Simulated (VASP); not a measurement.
Energy against volume of SiC (wurtzite). Computed with PW91 GGA, VASP's PBE PAW potentials (set 64) (plane waves; VASP). Numerical set-up: 520 eV cut-off, 8×8×5 Γ-centred mesh, Gaussian smearing of 0.050 eV, potentials Si C.

Shape and ions are relaxed at each volume.

```tsv
V (Å³/atom)	E (eV/atom)
9.878	-7.50601
10.193	-7.52730
10.508	-7.53398
10.823	-7.52807
```

Fit these four points and predict the energy of the run at 11.139 Å³/atom.

A cubic in V^(−2/3), the third-order Birch-Murnaghan form, passes through the four points with V0 = 10.51 Å³/atom and B0 = 213 GPa, and gives -7.5113 eV/atom there. The run gave -7.5113 eV/atom, -0.0 meV/atom from the fit; all five points give B0 = 213 GPa.

The compound is SiC in the wurtzite structure, the rare 2H polytype. It was relaxed first.
